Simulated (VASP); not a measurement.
These are PBE GGA, VASP's PBE PAW potentials (set 64) (plane waves; VASP 6.6.1) values and carry that method's errors.

Input for VASP

**INCAR**
```
! general
SYSTEM   =  In
PREC     =  Accurate
ENCUT    =  400
LREAL    =  Auto
LASPH    =  .True.

! electronic loop
EDIFF    =  1E-6
NELM     =  100
ALGO     =  Normal
LMAXMIX  =  4

! smearing
ISMEAR   =  1
SIGMA    =  0.1

! functional
GGA      =  PE

! ions
ISIF     =  2

! output
LWAVE    =  .False.
LCHARG   =  .False.
```

### POSCAR
```
In
2.52450
 -0.6565656566   0.6565656566   1.0000000000
  0.6565656566  -0.6565656566   1.0000000000
  0.6565656566   0.6565656566  -1.0000000000
In
1
Cartesian
  0.0000000000   0.0000000000   0.0000000000
```

**KPOINTS**
```
Automatic mesh
0
Gamma
14 14 14
0 0 0
```

POTCAR, in this order: In_d (PBE.64 set). Program: vasp_std.

The resulting files:

File OSZICAR:
```
       N       E                     dE             d eps       ncg     rms          rms(c)
DAV:   1     0.642544716886E+02    0.64254E+02   -0.56633E+03  4926   0.134E+03
DAV:   2    -0.576492708176E-01   -0.64312E+02   -0.63458E+02  4966   0.264E+02
DAV:   3    -0.252683480746E+01   -0.24692E+01   -0.24575E+01  5652   0.612E+01
DAV:   4    -0.258244636958E+01   -0.55612E-01   -0.55593E-01  6222   0.922E+00
DAV:   5    -0.258479947374E+01   -0.23531E-02   -0.23530E-02  5912   0.154E+00    0.201E+00
DAV:   6    -0.256504964718E+01    0.19750E-01   -0.39745E-02  5592   0.430E+00    0.101E+00
DAV:   7    -0.256138972294E+01    0.36599E-02   -0.12802E-02  5672   0.225E+00    0.234E-01
DAV:   8    -0.256119248039E+01    0.19724E-03   -0.72594E-04  5756   0.537E-01    0.301E-02
DAV:   9    -0.256119921421E+01   -0.67338E-05   -0.13829E-05  6610   0.521E-02    0.123E-02
DAV:  10    -0.256119987213E+01   -0.65792E-06   -0.94879E-07  3448   0.122E-02
   1 F= -.25611999E+01 E0= -.25611419E+01  d E =-.173770E-03
```

OUTCAR:
```
------------------------ aborting loop because EDIFF is reached ----------------------------------------
  FORCE on cell =-STRESS in cart. coord.  units (eV):
  Direction    XX          YY          ZZ          XY          YZ          ZX
  --------------------------------------------------------------------------------------
  Total       -0.1003999     -0.1003999     -0.0557850      0.0000000     -0.0000000      0.0000000
  in kB       -5.7983086     -5.7983086     -3.2217023      0.0000000     -0.0000000      0.0000000
  external PRESSURE =      -4.9394399 kB  Pullay stress =       0.0000000 kB
  volume of cell :       27.74
      direct lattice vectors                 reciprocal lattice vectors
    -1.657500000  1.657500000  2.524500000     0.000000000  0.301659125  0.198059022
     1.657500000 -1.657500000  2.524500000     0.301659125  0.000000000  0.198059022
     1.657500000  1.657500000 -2.524500000     0.301659125  0.301659125  0.000000000
 POSITION                                       TOTAL-FORCE (eV/Angst)
 -----------------------------------------------------------------------------------
      0.00000      0.00000      0.00000         0.000000      0.000000      0.000000
 -----------------------------------------------------------------------------------
    total drift:                               -0.000000      0.000000      0.000000
  FREE ENERGIE OF THE ION-ELECTRON SYSTEM (eV)
  ---------------------------------------------------
  free  energy   TOTEN  =        -2.5611998721 eV

  energy  without entropy=       -2.5610261021  energy(sigma->0) =       -2.56114195
```
(Selected blocks of OUTCAR.)

The compound is In in the bct structure. The cell was not relaxed at this level. The run is one of a series of settings (LREAL = Auto against the base run), some of them coarse on purpose.
